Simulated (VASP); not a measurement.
Input:

```xyz
2
Lattice="4.1658 -2.2750 0.0000 4.1658 2.2750 0.0000 2.9234 0.0000 3.7394" Properties=species:S:1:pos:R:3 pbc="T T T"
Bi     2.6337     0.0000     0.8750
Bi     8.6214     0.0000     2.8644
```

Computed with RPBE GGA, VASP's PBE PAW potentials (set 64) (plane waves; VASP). Numerical set-up: 520 eV cut-off, 9×9×9 Γ-centred mesh, first-order Methfessel-Paxton smearing of 0.10 eV, potentials Bi_d.

Energy and stress use the plane-wave basis of the starting cell.

The ions, cell shape and volume are relaxed. Predict the relaxed structure.

```xyz
2
Lattice="4.4278 -2.3018 0.0707 4.4278 2.3018 0.0707 3.1707 0.0000 3.8542" Properties=species:S:1:pos:R:3 pbc="T T T"
Bi     2.7790     0.0000     0.9233
Bi     9.2473     0.0000     3.0724
```
Space group R-3m (166), at a tolerance of 0.03 Å.

How do energy and volume change from the first to the last step?

The energy (σ→0) changes by -23.7 meV/atom and the volume by +9.4 %, in 12 ionic steps.

The compound is Bi in the a7 structure. This run relaxes it. Symmetry was kept, so distortions that lower it aren't found.
